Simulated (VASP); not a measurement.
Here is the system:

```
CELL_PARAMETERS angstrom
      1.89016    -3.27384     0.00000
      1.89016     3.27384     0.00000
      0.00000     0.00000     7.86459
ATOMIC_POSITIONS crystal
  Pt 0.00000 0.00000 0.00000
  Se 0.33333 0.66667 0.16600
  Se 0.66667 0.33333 0.83400
```

Calculation: RPBE GGA, VASP's PBE PAW potentials (set 64) (plane waves; VASP). Run with 520 eV cut-off, 8×8×3 Γ-centred mesh, tetrahedra with Blöchl corrections, potentials Pt Se.

The cores are frozen, which limits the accuracy of field gradients. Without a dispersion term in the relaxation, distances and binding between the weakly bound layers, chains or molecules are unreliable, and so is what depends on them.

### Question
Give the principal components of the electric field gradient (V/Å²) and the asymmetry η at each nucleus.

### Answer

```csv
atom,Vxx,Vyy,Vzz,η
Pt1,-53.1,-53.1,106.2,0.00
Se2,47.9,47.9,-95.8,0.00
Se3,47.9,47.9,-95.8,0.00
```

The compound is PtSe2 in the 1T layered structure. It was relaxed first, which changed the volume by +59 %.
